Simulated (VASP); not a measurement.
SiC (zinc blende) relaxed at rising pressure, in one space group throughout; other phases were not tried. The pressures are those reached. Computed with PBE GGA, VASP's PBE PAW potentials (set 64) (plane waves; VASP).

```csv
P (GPa),V (Å³/atom),k-mesh
-0.15,10.499,10×10×10
5.00,10.258,10×10×10
10.00,10.048,11×11×11
19.88,9.685,11×11×11
29.85,9.372,11×11×11
```

A change of mesh leaves a small step in the series.

Task: Fit an equation of state and predict the volume at 44.99 GPa.

Result: Least squares on the third-order Birch-Murnaghan form, P = (3B0/2)(y⁷ − y⁵)[1 + (3/4)(B′ − 4)(y² − 1)] with y = (V0/V)^(1/3), gives V0 = 10.491 Å³/atom, B0 = 213 GPa and B′ = 3.8, and so 8.972 Å³/atom. The run gave 8.972 Å³/atom, +0.0 % from the fit.

Pressures at which the relaxation failed are left out.

The compound is SiC in the zinc blende structure.
